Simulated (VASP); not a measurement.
These are PBE GGA, VASP's PBE PAW potentials (set 64) (plane waves; VASP) values and carry that method's errors.

A VASP calculation is set up with these files.

File KPOINTS:
```
Automatic mesh
0
G
1 1 1
```

**INCAR**
```
ALGO=Fast   ! Davidson, then RMM-DIIS
MAGMOM=63*0.0317
LWAVE=.TRUE.
SYSTEM=B31N32
PREC=Normal
GGA=PE   ! PBE
ISYM=0
LCHARG=.FALSE.
EDIFF=1E-5
ISMEAR=0
NSW=60
IBRION=2   ! conjugate gradients
NELMIN=4
EDIFFG=-0.03
ENCUT=400
LREAL=Auto   ! projection in real space or not
ISPIN=2
ISIF=2
NELM=100   ! most electronic steps
SIGMA=0.05   ! width (eV)
LORBIT=10
NUPDOWN=2
LASPH=.TRUE.   ! aspherical one-centre terms
NELECT=252.0
```

### POSCAR
```
B31N32
1.0
  7.2488848260   0.0000000000   0.0000000000
  0.0000000000   7.2488848260   0.0000000000
  0.0000000000   0.0000000000   7.2488848260
B N
31 32
Cart
  3.6244424130   0.0000000000   0.0000000000
  5.4366636195   1.8122212065   0.0000000000
  5.4366636195   0.0000000000   1.8122212065
  0.0000000000   0.0000000000   0.0000000000
  1.8122212065   1.8122212065   0.0000000000
  3.6244424130   3.6244424130   0.0000000000
  5.4366636195   5.4366636195   0.0000000000
  1.8122212065   0.0000000000   1.8122212065
  3.6447320416   1.8615208722   1.8259288477
  5.3870015096   3.5815580104   1.8190714027
  3.6244424130   0.0000000000   3.6244424130
  5.3940329278   1.7903803165   3.5829063029
  5.4366636195   0.0000000000   5.4366636195
  0.0000000000   3.6244424130   0.0000000000
  1.8122212065   5.4366636195   0.0000000000
  0.0000000000   1.8122212065   1.8122212065
  1.8081545821   3.6288279883   1.8198977755
  3.6393533691   5.4845642504   1.8339243677
  0.0000000000   0.0000000000   3.6244424130
  1.7643568200   1.7732584506   3.5989118406
  5.4653039634   5.4067764674   3.6186505540
  1.8122212065   0.0000000000   5.4366636195
  3.6173602525   1.8275163535   5.4321258176
  5.4352428381   3.5926343064   5.4040001445
  0.0000000000   5.4366636195   1.8122212065
  0.0000000000   3.6244424130   3.6244424130
  1.7638131536   5.4786854048   3.5988973429
  0.0000000000   1.8122212065   5.4366636195
  1.8118370156   3.5781292878   5.3894081393
  3.6659350297   5.4401865775   5.4387802939
  0.0000000000   5.4366636195   5.4366636195
  4.5305530162   0.9061106033   0.9061106033
  6.3427742228   2.7183318097   0.9061106033
  6.3427742228   0.9061106033   2.7183318097
  0.9061106033   0.9061106033   0.9061106033
  2.7457180966   2.7232248070   0.8718451247
  4.5522634263   4.4820144835   0.9074299003
  6.3427742228   6.3427742228   0.9061106033
  2.7524595595   0.9166939751   2.7138592478
  4.4822609455   2.6821961189   2.7329020683
  6.3597583599   4.5653911567   2.6937653391
  4.5801498862   0.8660170213   4.5603024396
  6.3838101597   2.7406366284   4.5590918758
  6.3427742228   0.9061106033   6.3427742228
  0.9061106033   4.5305530162   0.9061106033
  2.7183318097   6.3427742228   0.9061106033
  0.9128520661   2.7194046447   2.7190059560
  2.6717432270   4.5003106688   2.6945627164
  4.5496320811   6.3405198196   2.7322134242
  0.9061106033   0.9061106033   4.5305530162
  2.7538803409   2.6692641084   4.4929168062
  4.5095819924   4.5345471518   4.4918729668
  6.3427742228   6.3427742228   4.5305530162
  2.7183318097   0.9061106033   6.3427742228
  4.5708785625   2.7202890087   6.3865864826
  6.3427742228   4.5305530162   6.3427742228
  0.9061106033   6.3427742228   2.7183318097
  0.9013698326   4.4941273700   4.4853272238
  2.6900901545   6.3302336520   4.5239420333
  0.9061106033   2.7183318097   6.3427742228
  2.6730552751   4.5098139568   6.2973672082
  4.5305530162   6.3427742228   6.3427742228
  0.9061106033   6.3427742228   6.3427742228
```

POTCAR, in this order: B N (PBE.64 set). Program: vasp_gam.

Q: What will the output report for the number of irreducible k-points (NKPTS), largest plane-wave count, FFT grid (NGX, NGY, NGZ)?

A: 
```
Item                                          Result
--------------------------------------  ------------
number of irreducible k-points (NKPTS)             1
largest plane-wave count                        3466
FFT grid (NGX, NGY, NGZ)                36 × 36 × 36
```

The cell is a supercell with a defect, built from BN (zinc blende): vac_B, charge +1.
